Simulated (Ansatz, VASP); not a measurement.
# HfB2: VASP beside Ansatz

One calculation is typed for both programs; each brings its own data sets. How far apart do they land? The cell is taken from a series of runs on this material, whose earlier steps may have relaxed, scaled, displaced or heated it; both programs get it as it stands.

Main program and level: Ansatz 0.2.0; plane waves, with VASP 6.6.1 beside it; zone-centre phonons at LDA.

### 1. The structure

The structure is hexagonal, space group P6/mmm (No. 191). The conventional cell has a = 3.093 Å, b = 3.093 Å, c = 3.409 Å, α = 90.00°, β = 90.00°, γ = 120.00°. Nearest to B lie 3 B at 1.79 Å and 6 Hf at 2.47 Å. Nearest to Hf lie 12 B at 2.47 Å. Farther neighbours are not listed.

Coordinates:

```cif
data_structure
_symmetry_space_group_name_H-M 'P 1'
_symmetry_Int_Tables_number 1
_cell_length_a 3.0934
_cell_length_b 3.0934
_cell_length_c 3.4091
_cell_angle_alpha 90.000
_cell_angle_beta 90.000
_cell_angle_gamma 120.000
_cell_volume 28.25
loop_
_atom_site_label
_atom_site_type_symbol
_atom_site_fract_x
_atom_site_fract_y
_atom_site_fract_z
_atom_site_occupancy
B1 B 0.33333 0.66667 0.50000 1
B2 B 0.66667 0.33333 0.50000 1
Hf3 Hf 0.00000 0.00000 0.00000 1
```

### 2. Ansatz: zone-centre phonons, LDA

Ansatz runs on its PAW soft_1 files.

Second derivatives magnify differences that forces hide, and they need a tight electronic threshold.

input.yaml

```yaml
crystal:
  lattice:
    - [3.0933731692, 0.0, 0.0]
    - [-1.5466865846, 2.6789397479, 0.0]
    - [0.0, 0.0, 3.4090980639]
  atoms:
    - { symbol: B, position: [0.3333333333, 0.6666666667, 0.5] }
    - { symbol: B, position: [0.6666666667, 0.3333333333, 0.5] }
    - { symbol: Hf, position: [0.0, 0.0, 0.0] }
kpoints:
  mp_grid: { grid: [15, 15, 12] }
hamiltonian:
  xc: lda
  pseudopotentials: { kind: paw, azcp: { folder: soft_1 }, xc_functional: pbe }
scf:
  occupations: { method: methfessel_paxton, width: 0.2 }
output:
  eigenvalues: true
phonons:
  method: dfpt
```

On the command line:

```sh
$ ansatz run input.yaml --threads 4 --pin off --max-ram 10240MiB --backend cpu --events-out ev --progress --plain --runs-dir out
```

Numbers of over 12 decimals in the logs are rounded to 6 here.

Log:

```text
zone centre: on kpoints.mp_grid the ground state, and the responses unless they are solved on pairs of k-points, stand on 448 of the mesh's 2700 k-points, reduced under 4 symmetry operations, with k and −k counted as one. Each operation leaves every solved displacement unchanged or reverses it
Engine: ansatz 0.2.0, x86_64-unknown-linux-gnu
Pseudopotentials: kind: paw
Pseudopotential: B, paw, valence charge 3, recommended cutoff 420 eV (normal), soft_1/B.paw.azcp
Pseudopotential: Hf, paw, valence charge 26, recommended cutoff 420 eV (normal), soft_1/Hf.paw.azcp
Functional definition: SPW92
  exchange = slater_x
  correlation = pw_c
Crystal: 3 atoms, lattice volume = 28.251 Å³
Basis set: ecut = 420 eV, 563 PW (Γ), exchange–correlation on 48×48×48 points (8 copies of the dense FFT grid, shifted against one another)
Bands: 20, of which v1, the nominal top of the filled ones, is band 16 counted from 1 (15 counted from 0)
Symmetry: 24 space group operations
k-points: 448 of 2700 (irreducible under 4 space group operations, time reversal used)
Non-local potential: B, projectors of the file, l = 0: 2, l = 1: 2, l = 2: 1
Non-local potential: Hf, projectors of the file, l = 0: 3, l = 1: 2, l = 2: 2, l = 3: 3
PAW form: soft (Blöchl's): semilocal exchange-correlation on the pseudo side does not see the compensation charge
PAW frozen core: B, regenerated for the run's functional, and the local potential with it (the file was generated under x = pbe(κ = 0.804, μ = 0.219515), c = pbe(β = 0.066725))
PAW frozen core: Hf, regenerated for the run's functional, and the local potential with it (the file was generated under x = pbe(κ = 0.804, μ = 0.219515), c = pbe(β = 0.066725))
PAW one-centre angular grid: B, 110 points (default); XC on 64 Gauss nodes
PAW one-centre angular grid: Hf, 590 points (default); XC on 64 Gauss nodes
Initial density: superposition of atomic densities (chi_scale 0.1, normalization cell, long waves kept (reshape's long-wave potential 0.00 eV rms))
Initial wavefunctions: pseudopotential atomic-orbital guess
Functional: x = slater, c = lda
SCF iter   1: F=—  HF=-15780.993984 eV  |F-HF|=—  |Δ(HF+E_count)|=         —  Δρ=6.90e-2  dr2=2.11e0  ethr=3.10e-3  ⟨swp⟩=4.2  Hψ=34996  notcnv=0
preconditioner: auto → none  [insulator: Δε(μ)=0.174 eV  Ē_g=16.786 eV  σ=0.200 eV  W_gap=0.51  n_scr=8 (ndim 8)  ℏωp=38.3 eV  f_vac=0.000  D(μ)=0.24/eV (n_scr^D=0)  ε∞_Penn≈6.2]
SCF iter   2: F=—  HF=-15780.432129 eV  |F-HF|=—  |Δ(HF+E_count)|=   5.62e-1  S|Δr|=    0.00e0  Δρ=2.60e-2  dr2=2.95e-1  ethr=3.10e-3  ⟨swp⟩=3.0  Hψ=21482  notcnv=0
SCF iter   3: F=—  HF=-15780.327614 eV  |F-HF|=—  |Δ(HF+E_count)|=   1.05e-1  S|Δr|=    0.00e0  Δρ=1.04e-2  dr2=1.48e-2  ethr=9.23e-4  ⟨swp⟩=2.0  Hψ=19542  notcnv=0
SCF iter   4: F=—  HF=-15780.328251 eV  |F-HF|=—  |Δ(HF+E_count)|=   6.37e-4  S|Δr|=    0.00e0  Δρ=3.54e-3  dr2=1.32e-3  ethr=4.63e-5  ⟨swp⟩=2.5  Hψ=18563  notcnv=0
SCF iter   5: F=—  HF=-15780.328990 eV  |F-HF|=—  |Δ(HF+E_count)|=   7.40e-4  S|Δr|=    0.00e0  Δρ=4.52e-4  dr2=3.25e-5  ethr=4.11e-6  ⟨swp⟩=2.1  Hψ=14581  notcnv=0
SCF iter   6: F=—  HF=-15780.329005 eV  |F-HF|=—  |Δ(HF+E_count)|=   1.46e-5  S|Δr|=    0.00e0  Δρ=1.31e-4  dr2=1.73e-6  ethr=1.02e-7  ⟨swp⟩=2.0  Hψ=16138  notcnv=0
SCF iter   7: F=—  HF=-15780.329005 eV  |F-HF|=—  |Δ(HF+E_count)|=   3.17e-7  S|Δr|=    0.00e0  Δρ=2.28e-5  dr2=2.25e-7  ethr=5.41e-9  ⟨swp⟩=2.0  Hψ=12042  notcnv=0
SCF iter   8: F=—  HF=-15780.329005 eV  |F-HF|=—  |Δ(HF+E_count)|=   7.84e-8  S|Δr|=    0.00e0  Δρ=3.49e-6  dr2=3.79e-9  ethr=7.04e-10  ⟨swp⟩=2.1  Hψ=12429  notcnv=0
SCF iter   9: F=—  HF=-15780.329005 eV  |F-HF|=—  |Δ(HF+E_count)|=  9.70e-10  S|Δr|=    0.00e0  Δρ=2.29e-7  dr2=1.81e-11  ethr=1.18e-11  ⟨swp⟩=2.1  Hψ=14210  notcnv=0
SCF iter  10: F=-15780.329005 eV  HF=-15780.329005 eV  |F-HF|=3.64e-12  |Δ(HF+E_count)|=  5.46e-12  S|Δr|=    0.00e0  Δρ=1.33e-8  dr2=1.69e-14  ethr=1.00e-12  ⟨swp⟩=5.6  Hψ=41316  notcnv=0
the search or the solves at the SCF's close seem to have found levels that the self-consistency loop had missed (the run counts 2). By its estimate they hold under 1e-12 electrons; where the run keeps them, the occupations were computed again with them
SCF 1 converged in 10 iterations: F = -15780.329005 eV  dr2 = 1.69e-14
  greatest PAW one-centre occupation: 0.998 electrons in one spin orbital (limit 2), on the Hf atom at site 2 (counted from 0), in its partial waves of l = 3
DFPT response loops at Γ: preconditioner auto → Kerker (q_TF=auto, 2.786 Å⁻¹) (partly filled bands, converged f_vac=0.000); β = 1.00, the filter's whole step (`scf.mixing.beta` (0.50) is not read by the response loops under this deck's `scf.mixing.preconditioner`; to damp them name `kerker` or `kerker_dos`, under which they read `scf.mixing.beta`, and type it under 1.00, their step now; both keys bind the ground state too); Broyden in place of MSR1
SCF converged after 10 iterations
Stability not checked: this state was not tested for a lower state beside it, because cold or Methfessel-Paxton smearing, or corrected tetrahedra, fill the levels in a way that the test cannot read (fill_not_monotonic; see scf.lower_state_search)
Free energy (F): -15780.329005 eV
Harris-Foulkes:  -15780.329005 eV  (|F-HF|=3.64e-12)
Internal energy: -15780.329407 eV  (E = F + TS)
E sigma→0 (E₀):  -15780.329105 eV
Entropy (-TS):   0.000403 eV (0.134 meV/atom)
Fermi energy:    19.870127 eV
--- Per-component energies (eV) ---
  E_band       = 110.528037
  E_kinetic    = 517.164047
  E_local      = -6398.245221  (includes V_loc(G=0)·N_el)
  E_nonlocal   = 90.445601
  E_hartree    = 3157.836819
  E_xc         = -334.009972
  E_vxc        = -337.750493  (∫ρ·V_xc dr)
  E_paw        = -7600.715258  (= ΣΔE_a)
  E_vpaw       = -76.759676  (= ΣTr[D̂ρ^β])
  E_aug_tail   = 0.000133  (compensation charges beyond the density's cutoff)
  E_ewald      = -5215.354313
  E_core_change = 2.548757  (= ΣΔE_core)
  E_smearing   = 0.000403  (= −TS)
  E_closure    = 0.000000  (closes the sum)
  Σ components = -15780.329005   (vs F -15780.329005, Δ=0.00e0)
--- Band table (eV; the first three rows and the last of 448) ---
  k-point 0: bands = [... 12 lower, 16.7277, 16.8017, 16.8017, 17.2649, 24.0086, 24.0086, 24.7365, 24.7365]
  k-point 1: bands = [... 12 lower, 15.9070, 16.8777, 16.8777, 18.0472, 23.1401, 23.1401, 24.4807, 24.4807]
  k-point 2: bands = [... 12 lower, 14.8288, 17.1026, 17.1026, 19.0362, 22.0863, 22.0863, 23.8102, 23.8102]
  k-point 447: bands = [... 12 lower, 12.5250, 14.6888, 15.3896, 16.8787, 24.0760, 25.3396, 25.5320, 26.7181]
--- Phonons (Γ-DFPT): 4 representative perturbations + reference, on 448 of 2700 k-points (Σ response iterations 12) ---
  k mesh reduced under 4 symmetry operations, with k and −k counted as one. Each operation leaves every solved displacement unchanged or reverses it
  ASR residual: 4.922e-6 → 0.000e0 eV/Å²; symmetrization residual: 7.767e-7 eV/Å²
  ASR residual per site (eV/Å²): 1.72e-6 1.72e-6 4.92e-6
  Γ frequencies (cm⁻¹): 0.00 0.00 0.00 463.88 463.88 494.14 579.83 843.75 843.75
  non-analytic LO–TO correction: not included (Born effective charges unavailable; polar crystals: no LO–TO splitting at Γ)
```

The column dr2 measures how far the density is from self-consistency, as an energy; F and HF (Harris–Foulkes) agree once it is small.

(Part 1 of 2 ends here.)

[Lines on the potential files, build, host, timing and source positions are cut from VASP's logs without a mark.]

[Logs are printed without paths, hosts, clocks, repeated set-up lines and the standing remarks that a program may print on its own settings, such as how far it seeks lower states.]

[Hosts, paths, dates, database ids (printed as entryN), source tags and the programs' standing remarks are cut or masked in the printed files.]
